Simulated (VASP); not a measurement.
**ZnC2O2: single point with PBE**

The system is ZnC2O2.

```
Zn O C
1.0
     3.26564    0.00000    0.00000
    -1.63282    2.82813    0.00000
     0.00000    0.00000    4.81053
Zn O C
1 2 2
Direct
  0.00000 0.00000 0.00000
  0.33330 0.66670 0.21530
  0.66670 0.33330 0.78470
  0.33330 0.66670 0.45370
  0.66670 0.33330 0.54630
```

The cell was built by a generator and needn't be a form met in nature.

```
Program                : VASP 6.6.1
Task                   : single point
Functional             : PBE
Potentials or basis    : VASP PAW PBE potentials, release 64 (Zn, O, C)
Cutoff                 : 520 eV
k mesh                 : 6 × 6 × 4
Occupations            : fermi-dirac, width 0.1 eV
Spin                   : no spin polarisation
Dipole correction      : no
Further INCAR settings : ALGO = Normal; EDIFF = 1e-06; NBANDS = 24
```

| Property | Result |
| --- | --- |
| Pressure | 47.3 GPa |
| Largest force | 16.669 eV/Å |
| Band gap on the k mesh | none (metal or under the smearing width) |

Forces on the atoms (eV/Å):
```
Zn    0.000   0.000   0.000
O     0.001  -0.001 -16.669
O    -0.001   0.001  16.669
C    -0.001   0.000  11.551
C     0.001   0.000 -11.551
```

Stress tensor (GPa, compression positive):
```
 -8.48  -0.01   0.00
 -0.01  -8.48   0.00
  0.00   0.00 158.77
```

Levels at points of the mesh, in eV from the Fermi level:
```tsv
k point	band 14	band 15	band 16	band 17	band 18	band 19
(0.00, 0.00, 0.00)	-7.09	-1.37	0.32	0.32	1.67	4.30
(0.50, 0.00, 0.00)	-5.46	-4.20	-1.24	0.79	2.23	5.00
(0.50, 0.50, 0.00)	-5.46	-4.20	-1.24	0.79	2.23	5.00
(0.00, 0.00, 0.50)	-6.06	-1.28	0.03	0.03	1.35	4.03
(0.50, 0.00, 0.50)	-6.54	-4.17	-0.12	0.59	2.17	6.03
(0.50, 0.50, 0.50)	-6.54	-4.17	-0.12	0.59	2.17	6.04
```

Wall time 18 s on 1 thread of AMD EPYC 9R45 96-Core Processor (Zen 5), on a shared host, peak memory 0.15 GiB.

Caveat: the k mesh is coarse (spacing up to 0.37 Å⁻¹), so the values aren't converged; a pressure of tens of GPa on the cell as given is suspect, and the run, the potentials or the cell itself is likely at fault; the standard files for N, O and F lose accuracy on very short bonds; forces of over 1 eV/Å show positions far from the minimum, so gaps and moduli don't describe the material at rest.
